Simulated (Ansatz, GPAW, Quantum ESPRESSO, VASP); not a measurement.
One structure in several programs: InAu3 (P1, 8 atoms in the cell)

Self-consistent single point, at a second geometry (atoms moved at random). First geometry:

```
InAu3
1.0
    4.83733     0.00000     0.00000
    0.00000     5.77876     0.00000
    0.00000     0.00000     5.27183
In Au
2 6
Direct
  0.50000   0.50000   0.33547
  0.00000   0.00000   0.66453
  0.00000   0.50000   0.66268
  0.50000   0.00000   0.33732
  0.00000   0.74853   0.16322
  0.00000   0.25147   0.16322
  0.50000   0.75147   0.83678
  0.50000   0.24853   0.83678
```

Second geometry:
```
InAu3
1.0
    4.83733     0.00000     0.00000
    0.00000     5.77876     0.00000
    0.00000     0.00000     5.27183
In Au
2 6
Direct
  0.49759   0.49926   0.33613
  0.99452   0.01669   0.65728
  0.99618   0.49234   0.66235
  0.49656   0.00253   0.32990
  0.01207   0.75230   0.17275
  0.98984   0.24155   0.16424
  0.50597   0.74759   0.84417
  0.50726   0.24774   0.83320
```

Shared settings, as Ansatz (a quantum-chemistry and plane-wave program) writes them: kpoints.mp_grid.grid = 3 3 3; scf.occupations.method = fermi_dirac; scf.occupations.width = 0.1 eV. Potentials and cutoffs stand in the table.

| code | model | ΔF from the first geometry (meV/atom) | pressure (GPa) | largest force (eV/Å) | cutoff |
|---|---|---|---|---|---|
| Ansatz | PBEsol, PAW files made with PBE | 12.8 | -3.58 | 0.807 | default |
| GPAW | PBEsol, GPAW PAW datasets PBEsol (made by gpaw-setup) | 13.7 | -2.62 | 0.824 | 550 eV |
| VASP | PBEsol, VASP's PBE PAW potentials (set 64) | 12.9 | -4.30 | 0.814 | 300 eV |
| Quantum ESPRESSO | PBEsol, GBRV 1.5 ultrasoft (PBESOL) pseudopotentials | 12.7 | -4.34 | 0.795 | 40 Ry |

Size of the force on each atom (eV/Å): Sizes of forces hide their directions.

| code | In1 | In2 | Au3 | Au4 | Au5 | Au6 | Au7 | Au8 |
|---|---|---|---|---|---|---|---|---|
| Ansatz | 0.059 | 0.807 | 0.652 | 0.172 | 0.418 | 0.494 | 0.165 | 0.371 |
| GPAW | 0.058 | 0.824 | 0.672 | 0.224 | 0.462 | 0.538 | 0.185 | 0.400 |
| VASP | 0.060 | 0.814 | 0.654 | 0.168 | 0.414 | 0.490 | 0.164 | 0.371 |
| Quantum ESPRESSO | 0.058 | 0.795 | 0.643 | 0.170 | 0.418 | 0.492 | 0.162 | 0.369 |

On Ansatz's run: spin-orbit coupling is off.

The spread over the programs that give each value: ΔF from the first geometry within 1.0 meV/atom; pressure within 1.72 GPa; largest force within 0.029 eV/Å.

Ansatz's pressure is given at a fixed set of plane waves, as the other plane-wave codes print theirs; with its correction for the finite basis it is -3.54 GPa. In the pressure, GPAW (by 1.32) lies more than 1 GPa from the median of the plane-wave programs.

The shared mesh is coarse (it stands for a supercell whose shortest vector is 15 Å), so the values are not converged in it.

VASP's run is marked for a possible Pulay error in its stress at this cutoff; no cutoff test was made.

The starting cell comes from a database of computed structures (which also holds hypothetical and non-ambient phases and stackings), without a prior relaxation at this level. For this run, on top of that: atoms moved at random.

Left out of this page: ABINIT, CP2K, Elk, FLEUR and SIESTA (not drawn, or without a comparable value).

Keys are those of Ansatz 0.2.
